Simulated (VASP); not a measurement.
Here is the system:

```xyz
8
Lattice="4.8969 0.0000 0.0000 0.0000 4.8969 0.0000 0.0000 0.0000 4.8969" Properties=species:S:1:pos:R:3 pbc="T T T"
Ge     0.8114     1.6370     3.2599
Ge     1.6370     3.2599     0.8114
Ge     3.2599     0.8114     1.6370
Ge     4.0855     4.0855     4.0855
Rh     4.3161     3.0292     1.8676
Rh     3.0292     1.8676     4.3161
Rh     1.8676     4.3161     3.0292
Rh     0.5808     0.5808     0.5808
```

These are r2SCAN meta-GGA, VASP's PBE PAW potentials (set 64) (plane waves; VASP) values and carry that method's errors. Settings: 400 eV cut-off, 7×7×7 Γ-centred mesh, tetrahedra with Blöchl corrections, potentials Ge_d Rh_pv.

The cores are frozen, which limits the accuracy of field gradients.

Question: Give the principal components of the electric field gradient (V/Å²) and the asymmetry η at each nucleus.

Answer: 
```csv
atom,Vxx,Vyy,Vzz,η
Ge1,57.7,57.7,-115.4,0.00
Ge2,57.7,57.7,-115.4,0.00
Ge3,57.7,57.7,-115.4,0.00
Ge4,57.7,57.7,-115.4,0.00
Rh5,-9.6,-9.6,19.1,0.00
Rh6,-9.6,-9.6,19.1,0.00
Rh7,-9.6,-9.6,19.1,0.00
Rh8,-9.6,-9.6,19.1,0.00
```

The structure comes from a computed database's GeRh entry (P2_13); how it stands against other phases isn't given here. It was relaxed first.
